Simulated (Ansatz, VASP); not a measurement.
# CrTeS (2H-CrSTe monolayer) in two plane-wave programs, part 2 of 2

One calculation is typed for both programs; each brings its own data sets. How far apart do they land? The structure shown is the start of the Ansatz relaxation below; VASP solves that cell, so the two are compared at the walk's first step.

VASP 6.6.1 and Ansatz 0.2.0.

So far: Starting point; Ansatz: relaxation, r2SCAN with D4.

**3. VASP: single point, r2SCAN with D4, start cell**

Level of this step: r2SCAN with D4, no spin polarisation; plane waves and PAW (Te, Cr_pv, S) (VASP).

The same cell, functional, mesh and smearing now go to VASP, with its own data sets.

Lines of VASP's logs that name or quote its potential files are left out, and so is its time.

INCAR

```
SYSTEM = CrTeS
PREC = Accurate
ENCUT = 440
EDIFF = 1E-06
NELM = 300
ISMEAR = -1
SIGMA = 0.05
LREAL = .FALSE.
ALGO = Normal
METAGGA = R2SCAN
IVDW = 13
VDW_S6 = 1
VDW_S8 = 0.6018749
VDW_A1 = 0.51559235
VDW_A2 = 5.77342911
LASPH = .TRUE.
NBANDS = 18
LORBIT = 11
LWAVE = .FALSE.
LCHARG = .FALSE.
ISIF = 2
LDIPOL = .TRUE.
IDIPOL = 3
DIPOL = 0.5 0.5 0.502
LVHAR = .TRUE.
GGA_COMPAT = .FALSE.
EFERMI = MIDGAP
NELMDL = -8
LMIXTAU = .TRUE.
KPAR = 2
AMIX = 0.1
BMIX = 1E-04
```

POSCAR

```
CrTeS
1.0
    3.3650000000      0.0000000000      0.0000000000
   -1.6825000000      2.9141750000      0.0000000000
    0.0000000000      0.0000000000     37.1736110000
Te Cr S
1 1 1
Direct
    0.3333334477      0.6666668954      0.4586586974
    0.0000001144      0.0000002287      0.5071801069
    0.3333334477      0.6666668954      0.5413413026
```

KPOINTS

```
Automatic mesh
0
Gamma
12 12 1
0 0 0
```

PAW data sets: Te, Cr_pv and S (PBE family, release 64).

Launch:

```sh
$ mpirun -np 2 vasp_std
```

Numbers of over 12 decimals in the logs are rounded to 6 here.

What it wrote:

```text
[banner, memory and clock lines left out]
running    2 mpi-ranks, on    1 nodes
 distrk:  each k-point on    1 cores,    2 groups
 distr:  one band on    1 cores,    1 groups

 POSCAR found type information on POSCAR TeCrS
 POSCAR found :  3 types and       3 ions
|                                                                             |
|               ----> ADVICE to this user running VASP <----                  |
|                                                                             |
|     You enforced a specific xc type in the INCAR file but a different       |
|     [... a line on the potential file left out ...]
|     I HOPE YOU KNOW WHAT YOU ARE DOING!                                     |
|                                                                             |

 LDA part: xc-table for (None), standard interpolation
 POSCAR, INCAR and KPOINTS ok, starting setup
 FFT: planning ... GRIDC
 FFT: planning ... GRID_SOFT
 FFT: planning ... GRID
 WAVECAR not read
 entering main loop
       N       E                     dE             d eps       ncg     rms          rms(c)
DAV:   1     0.100748594919E+03    0.10075E+03   -0.99896E+03   900   0.835E+02
DAV:   2    -0.440605217552E+02   -0.14481E+03   -0.14155E+03   926   0.221E+02
DAV:   3    -0.564792173918E+02   -0.12419E+02   -0.12341E+02   888   0.616E+01
DAV:   4    -0.567761762929E+02   -0.29696E+00   -0.29672E+00   944   0.104E+01
DAV:   5    -0.567862237160E+02   -0.10047E-01   -0.10046E-01  1108   0.163E+00
DAV:   6    -0.567863915862E+02   -0.16787E-03   -0.16786E-03  1028   0.195E-01
DAV:   7    -0.567863968492E+02   -0.52629E-05   -0.52627E-05  1088   0.294E-02
DAV:   8    -0.567863969991E+02   -0.14993E-06   -0.15021E-06   764   0.511E-03    0.191E+01
DAV:   9    -0.501227713999E+02    0.66636E+01   -0.99492E+00   776   0.269E+01    0.110E+01
DAV:  10    -0.490342038187E+02    0.10886E+01   -0.20917E+00   932   0.110E+01    0.882E+00
DAV:  11    -0.490287392655E+02    0.54646E-02   -0.16002E+00   790   0.908E+00    0.563E+00
DAV:  12    -0.489197621216E+02    0.10898E+00   -0.10080E+00   808   0.785E+00    0.259E+00
DAV:  13    -0.490539392483E+02   -0.13418E+00   -0.26423E-01   742   0.395E+00    0.210E+00
DAV:  14    -0.490788282165E+02   -0.24889E-01   -0.68258E-02   792   0.156E+00    0.154E+00
[...]
DAV:  20    -0.490737920112E+02   -0.35872E-02   -0.13249E-02   780   0.680E-01    0.181E-01
DAV:  21    -0.490737961089E+02   -0.40976E-05   -0.12965E-03   716   0.266E-01    0.813E-02
DAV:  22    -0.490737828479E+02    0.13261E-04   -0.62687E-05   690   0.627E-02    0.924E-02
DAV:  23    -0.490737476857E+02    0.35162E-04   -0.10691E-05   684   0.226E-02    0.838E-02
DAV:  24    -0.490737688229E+02   -0.21137E-04   -0.41733E-04   764   0.130E-01    0.129E-01
DAV:  25    -0.490738257594E+02   -0.56936E-04   -0.61115E-05   760   0.567E-02    0.110E-01
DAV:  26    -0.490738643873E+02   -0.38628E-04   -0.43209E-05   698   0.433E-02    0.540E-02
DAV:  27    -0.490738644545E+02   -0.67174E-07   -0.51735E-06   846   0.146E-02
   1 F= -.49424381E+02 E0= -.49417570E+02  d E =-.136234E-01
```

OUTCAR, selected parts (step 3):

```text
ion  position               nearest neighbor table
   1  0.333  0.667  0.459-   2 2.65   2 2.65   2 2.65   3 3.07
   2  0.000  0.000  0.507-   3 2.32   3 2.32   3 2.32   1 2.65   1 2.65   1 2.65
   3  0.333  0.667  0.541-   2 2.32   2 2.32   2 2.32   1 3.07

  LATTYP: Found a hexagonal cell.
 ALAT       =     3.3650000000
 C/A-ratio  =    11.0471355126

 Subroutine GETGRP returns: Found  6 space group operations
 (whereof  6 operations were pure point group operations)

The static configuration has the point symmetry C_3v.

 Found     19 irreducible k-points:

   k-points           NKPTS =     19   k-points in BZ     NKDIM =     19   number of bands    NBANDS=     18

   dimension x,y,z NGX =    24 NGY =   24 NGZ =  256
   dimension x,y,z NGXF=    48 NGYF=   48 NGZF=  512

   ENCUT  =  440.0 eV  32.34 Ry    5.69 a.u.   5.76  5.76 63.58*2*pi/ulx,y,z

   NELECT =      24.0000    total number of electrons

 k-points in reciprocal lattice and weights: Automatic mesh
   0.00000000  0.00000000  0.00000000       0.007
   0.08333333  0.00000000  0.00000000       0.042
   0.16666667  0.00000000  0.00000000       0.042
   0.25000000  0.00000000  0.00000000       0.042
   0.33333333  0.00000000  0.00000000       0.042
   0.41666667  0.00000000  0.00000000       0.042
   0.50000000  0.00000000  0.00000000       0.021
   0.08333333  0.08333333  0.00000000       0.042
   0.16666667  0.08333333  0.00000000       0.083
[...]
0.33333333  0.25000000  0.00000000       0.083
   0.33333333  0.33333333  0.00000000       0.014

 dipolmoment           0.000000      0.000000      0.075836 electrons x Angstroem

 average (electrostatic) potential at core
       1-102.8174       2 -85.0248       3 -97.6448

 E-fermi :  -2.8847

 k-point     1 :       0.0000    0.0000    0.0000
  band No.  band energies     occupation
    ...
      7      -6.0003      2.00000
      8      -6.0003      2.00000
      9      -5.5066      2.00000
     10      -4.1769      2.00000
     11      -4.1769      2.00000
     12      -2.7404      0.10562
     13      -0.8764      0.00000
     14      -0.8764      0.00000
     15       0.0480      0.00000
     16       0.0480      0.00000
    ...

 k-point     2 :       0.0833    0.0000    0.0000
  band No.  band energies     occupation
    ...
      7      -6.2360      2.00000
      8      -5.9841      2.00000
      9      -5.3946      2.00000
     10      -4.3110      2.00000
     11      -4.2415      2.00000
     12      -2.8040      0.33187
     13      -1.0572      0.00000
     14      -0.9068      0.00000
     15      -0.6078      0.00000
     16      -0.1224      0.00000
    ...

 k-point     3 :       0.1667    0.0000    0.0000
  band No.  band energies     occupation
    ...
      8      -5.9560      2.00000
      9      -5.3185      2.00000
     10      -4.7645      2.00000
     11      -4.3796      2.00000
     12      -3.0470      1.92508
     13      -1.7378      0.00000
     14      -1.2476      0.00000
     15      -1.1585      0.00000
     16      -0.3378      0.00000
     17       0.0920      0.00000
    ...

  DFT-D4 for vdW energy calculation

  Edisp (eV):   -0.35052

  Total      -1.99398    -1.99398    -0.34536     0.00000     0.00000    -0.00000
  in kB      -8.76389    -8.76388    -1.51790     0.00000     0.00000    -0.00000
  external pressure =       -6.35 kB  Pullay stress =        0.00 kB

  energy-cutoff  :      440.00
  volume of cell :      364.53
      direct lattice vectors                 reciprocal lattice vectors
     3.365000000  0.000000000  0.000000000     0.297176820  0.171575146  0.000000000
    -1.682500000  2.914175000  0.000000000     0.000000000  0.343150291  0.000000000
     0.000000000  0.000000000 37.173611000     0.000000000  0.000000000  0.026900803

 POSITION                                       TOTAL-FORCE (eV/Angst)
 -----------------------------------------------------------------------------------
      0.00000      1.94278     17.05000        -0.000000     -0.000000      0.292141
      0.00000      0.00000     18.85372         0.000000      0.000000     -0.472099
      0.00000      1.94278     20.12361         0.000000     -0.000000      0.179958
 -----------------------------------------------------------------------------------
    total drift:                                0.000000     -0.000973     -0.008250

  FREE ENERGIE OF THE ION-ELECTRON SYSTEM (eV)
  ---------------------------------------------------
  free  energy   TOTEN  =       -49.4243814746 eV

  energy  without entropy=      -49.4107580795  energy(sigma->0) =      -49.41756978

 vacuum level on the upper side and lower side of the slab         2.757         1.358

 total charge
# of ion       s       p       d       tot
------------------------------------------
    1        1.403   1.984   0.064   3.452
    2        0.464   6.293   4.198  10.956
    3        1.348   2.342   0.000   3.690
--------------------------------------------------
tot          3.215  10.620   4.262  18.097

[... 3 further parts left out ...]
```

This run has no spin polarisation, so a moment on Cr, if there is one, isn't seen.

**4. Differences**

Known differences besides the potentials themselves: VASP keeps PBE cores, Ansatz makes them for the functional; Ansatz cuts the interaction across the vacuum, VASP repeats the sheet with a dipole correction; the data sets hold 36 valence electrons in Ansatz (on its default PAW (the set named soft_2) files) and 24 in VASP; the cutoff is 500 eV in Ansatz and 440 eV in VASP. Total energies have different zeros and are not compared.

Forces (eV/Å; atoms numbered as in POSCAR):

```
atom        Ansatz x, y, z          VASP x, y, z
 Te1   0.000, 0.000, 0.284   0.000, 0.000, 0.292
 Cr2  0.000, 0.000, -0.472  0.000, 0.000, -0.472
  S3   0.000, 0.000, 0.189   0.000, 0.000, 0.180
```

The forces differ by 4.0 meV/Å r.m.s., which is 2.1 % of the r.m.s. force of 0.195 eV/Å (both taken over all components). VASP's last cycles still show a density residual of 5e-03, so its state may not be settled. With vacuum in the cell, a pressure given here is an average over mostly empty space and none of the material.

**5. What came out**

- r.m.s. force difference (single point, r2SCAN with D4, start cell): 4 meV/Å

**Reading.** The r.m.s. force difference is 4 meV/Å (single point, r2SCAN with D4, start cell), within the 12 meV/Å picked in this series as the mark of a large difference. The data sets hold unlike numbers of valence electrons (36 in Ansatz and 24 in VASP), so part of the differences comes from the potentials. VASP runs on this material, other cells of it included, that failed, so that no pair exists: single point, r2SCAN (not converged). Such differences can come from data sets, numerical settings and the points named under the comparisons, not from the functional's error against experiment.

[Lines on the potential files, build, host, timing and source positions are cut from VASP's logs without a mark.]

[Logs are printed without paths, hosts, clocks, repeated set-up lines and the standing remarks that a program may print on its own settings, such as how far it seeks lower states.]

[Hosts, paths, dates, database ids (printed as entryN), source tags and the programs' standing remarks are cut or masked in the printed files.]
